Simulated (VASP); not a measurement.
Level of theory: r2SCAN meta-GGA, VASP's PBE PAW potentials (set 64) (plane waves; VASP).

VASP input:

**INCAR**
```
SYSTEM=Hf
PREC=Accurate; ENCUT=500; LREAL=F
LASPH=T
EDIFF=1E-6; NELM=100; ALGO=Normal
LMAXMIX=6; LMIXTAU=T
ISMEAR=1; SIGMA=0.1
METAGGA=R2SCAN
IBRION=2; NSW=40; ISIF=3
EDIFFG=-0.02
LWAVE=F; LCHARG=F
```

### POSCAR
```
Hf
1.0
  1.5959702258  -2.7643014804   0.0000000000
  1.5959702258   2.7643014804   0.0000000000
  0.0000000000   0.0000000000   5.0413008044
Hf
2
Cartesian
  1.5959702258   0.9214356697   1.2603252011
  1.5959702258  -0.9214356697   3.7809756033
```

File KPOINTS:
```
Automatic mesh
0
gamma
 13 13 7
```

POTCAR, in this order: Hf_pv (PBE.64 set). Program: vasp_std.

What VASP printed:

### OSZICAR
```
       N       E                     dE             d eps       ncg     rms          rms(c)
DAV:   1    -0.281396804061E+02   -0.28140E+02   -0.11901E+04  2360   0.137E+03
DAV:   2    -0.939486606564E+02   -0.65809E+02   -0.64654E+02  2910   0.271E+02
DAV:   3    -0.959641807054E+02   -0.20155E+01   -0.19817E+01  3194   0.314E+01
DAV:   4    -0.959848985071E+02   -0.20718E-01   -0.20346E-01  2808   0.392E+00
DAV:   5    -0.959852499714E+02   -0.35146E-03   -0.35142E-03  3304   0.412E-01    0.717E+01
DAV:   6    -0.908828582138E+02    0.51024E+01   -0.87538E-01  2406   0.945E+00    0.409E+01
DAV:   7    -0.883111896029E+02    0.25717E+01   -0.21579E+00  2572   0.118E+01    0.573E+00
DAV:   8    -0.912542342162E+02   -0.29430E+01   -0.15430E+00  2478   0.973E+00    0.116E+01
DAV:   9    -0.902377638060E+02    0.10165E+01   -0.43599E-01  2400   0.760E+00    0.109E+00
DAV:  10    -0.903545648879E+02   -0.11680E+00   -0.29304E-01  2424   0.631E+00    0.384E+00
DAV:  11    -0.902765279422E+02    0.78037E-01   -0.47584E-02  2502   0.255E+00    0.463E-01
DAV:  12    -0.903007971850E+02   -0.24269E-01   -0.53343E-02  2526   0.266E+00    0.114E+00
DAV:  13    -0.903048164425E+02   -0.40193E-02   -0.89124E-03  2640   0.936E-01    0.324E-01
DAV:  14    -0.903028654863E+02    0.19510E-02   -0.26717E-03  2700   0.420E-01    0.167E-01
DAV:  15    -0.903028791391E+02   -0.13653E-04   -0.44832E-05  3152   0.646E-02    0.117E-01
DAV:  16    -0.903029556478E+02   -0.76509E-04   -0.86413E-05  2646   0.913E-02    0.754E-02
DAV:  17    -0.903029396717E+02    0.15976E-04   -0.21868E-05  2778   0.397E-02    0.569E-02
DAV:  18    -0.903029449073E+02   -0.52356E-05   -0.92375E-06  2652   0.272E-02    0.267E-02
DAV:  19    -0.903029297821E+02    0.15125E-04   -0.13264E-05  2574   0.287E-02    0.166E-02
DAV:  20    -0.903029296110E+02    0.17104E-06   -0.11351E-06  1752   0.103E-02
   1 F= -.90302930E+02 E0= -.90302748E+02  d E =-.903029E+02
       N       E                     dE             d eps       ncg     rms          rms(c)
DAV:   1    -0.903035625608E+02   -0.63278E-03   -0.42239E-02  2364   0.176E+00    0.175E-01
DAV:   2    -0.903030771908E+02    0.48537E-03   -0.80447E-04  3150   0.227E-01    0.110E-01
DAV:   3    -0.903031225502E+02   -0.45359E-04   -0.73908E-05  2922   0.822E-02    0.755E-02
DAV:   4    -0.903030689758E+02    0.53574E-04   -0.15509E-04  3208   0.860E-02    0.426E-02
DAV:   5    -0.903030859530E+02   -0.16977E-04   -0.36647E-05  2792   0.517E-02    0.249E-02
DAV:   6    -0.903030864340E+02   -0.48093E-06   -0.12953E-06  1798   0.111E-02
   2 F= -.90303086E+02 E0= -.90302942E+02  d E =-.156823E-03
```

File OUTCAR:
```
------------------------ aborting loop because EDIFF is reached ----------------------------------------
  FORCE on cell =-STRESS in cart. coord.  units (eV):
  Direction    XX          YY          ZZ          XY          YZ          ZX
  --------------------------------------------------------------------------------------
  Total        0.0028167      0.0028167     -0.0071803      0.0000000      0.0000000     -0.0000000
  in kB        0.1014572      0.1014572     -0.2586378      0.0000000      0.0000000     -0.0000000
  external PRESSURE =      -0.0185744 kB  Pullay stress =       0.0000000 kB
  volume of cell :       44.48
      direct lattice vectors                 reciprocal lattice vectors
     1.597659544 -2.767227466  0.000000000     0.312957790 -0.180686267  0.000000000
     1.597659544  2.767227466  0.000000000     0.312957790  0.180686267  0.000000000
    -0.000000000  0.000000000  5.030426739     0.000000000  0.000000000  0.198790292
 POSITION                                       TOTAL-FORCE (eV/Angst)
 -----------------------------------------------------------------------------------
      1.59766      0.92241      1.25761        -0.000000      0.000000      0.000000
      1.59766     -0.92241      3.77282         0.000000     -0.000000      0.000000
 -----------------------------------------------------------------------------------
    total drift:                                0.000005      0.000184     -0.000015
  FREE ENERGIE OF THE ION-ELECTRON SYSTEM (eV)
  ---------------------------------------------------
  free  energy   TOTEN  =       -90.3030864340 eV

  energy  without entropy=      -90.3026541840  energy(sigma->0) =      -90.30294235

 reached required accuracy - stopping structural energy minimisation
```
(Selected blocks of OUTCAR.)

CONTCAR:
```
Hf
   1.00000000000000
     1.5976595444954069   -2.7672274660897855    0.0000000000000000
     1.5976595444954069    2.7672274660897855    0.0000000000000000
    -0.0000000000000000    0.0000000000000000    5.0304267391637776
  Hf
     2
Direct
     0.3333330000000032    0.6666669999999968    0.2500000000000000
     0.6666669999999968    0.3333330000000032    0.7500000000000000
```

**OUTCAR**
```
 val. band max:        4.8669635007   @ k =   0.0769   0.0000   0.1429

 cond. band min:       4.8742769178   @ k =   0.2308   0.2308   0.4286


 Fermi energy:         4.8696857442

 k-point     1 :       0.0000    0.0000    0.0000
  band No.  band energies     occupation
      1     -27.3806      2.00000
      2     -26.5941      2.00000
      3     -26.5941      2.00000
      4     -26.4603      2.00000
      5     -26.4595      2.00000
      6     -26.4595      2.00000
      7      -2.9005      2.00000
      8       1.0193      2.00000
      9       5.3407     -0.00000
     10       6.1952     -0.00000
     11       6.1952     -0.00000
     12       6.5590     -0.00000
     13       7.0882      0.00000
     14       7.0882      0.00000

 k-point     2 :       0.0769    0.0000    0.0000
  band No.  band energies     occupation
      1     -27.3643      2.00000
      2     -26.6280      2.00000
      3     -26.6056      2.00000
      4     -26.4954      2.00000
      5     -26.4678      2.00000
      6     -26.4638      2.00000
      7      -2.7145      2.00000
      8       1.1982      2.00000
      9       5.1184     -0.00246
     10       5.7294     -0.00000
     11       6.3699     -0.00000
     12       6.8468     -0.00000
     13       6.9442      0.00000
     14       7.2533      0.00000

 k-point     3 :       0.1538    0.0000    0.0000
  band No.  band energies     occupation
      1     -27.3174      2.00000
      2     -26.7223      2.00000
      3     -26.6365      2.00000
      4     -26.5925      2.00000
      5     -26.4904      2.00000
      6     -26.4766      2.00000
      7      -2.1791      2.00000
      8       1.6845      2.00000
      9       4.5601      2.00011
     10       5.0290     -0.04673
     11       6.3855     -0.00000
     12       6.8859      0.00000
     13       7.0487      0.00000
     14       7.1698      0.00000

 k-point     4 :       0.2308    0.0000    0.0000
  band No.  band energies     occupation
...
```

Unless said otherwise, spin-orbit coupling is left out, though it shifts the bands of the heavy elements here.

The compound is Hf in the hcp structure. This run relaxes it. Symmetry was kept, so distortions that lower it aren't found.
